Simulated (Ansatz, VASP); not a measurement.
## Two plane-wave programs on LiTlSe2

```xyz
4
Lattice="4.2639 0.0000 0.0000 0.0000 4.2639 0.0000 0.0000 0.0000 5.9802" Properties=species:S:1:pos:R:3 pbc="T T T"
Li    0.0000    0.0000    0.0000
Se    0.0000    2.1320    1.3708
Se    2.1320    0.0000    4.6095
Tl    2.1320    2.1320    2.9901
```

The cell was built by a generator and needn't be a form met in nature.

Alike in both runs: task single point; functional HSE06; k mesh 4 × 4 × 2; no spin polarisation.

|  | VASP | Ansatz |
| --- | --- | --- |
| version | VASP 6.6.1 | Ansatz 0.2.0 |
| potentials or method | VASP PAW PBE potentials, release 64 (Li_sv, Se, Tl_d) | plane waves, PAW |
| plane-wave cutoff (eV) | 520 | 420 |
| occupations | gaussian, width 0.01 eV | fixed |
| valence electrons in the cell | 28 | 48 |

```tsv
	VASP	Ansatz	Ansatz less VASP
gap on the k mesh at the Fermi level (eV)	1.17	1.17	+0.002
rms of the force components (eV/Å)	0.051	0.050	-0.0007
```

The two sets of potentials don't hold the same shells in valence. Ansatz warned: «stress_exchange_threshold_loose».

Caveats: the k mesh is coarse (spacing up to 0.53 Å⁻¹), so the values aren't converged, least of all with exact exchange; the PAW data sets were made with another functional, which shifts forces and pressure a little (VASP); spin-orbit coupling is left out, which as a rule narrows the gap of such compounds by several tenths of an eV. A k mesh can miss the band edges.
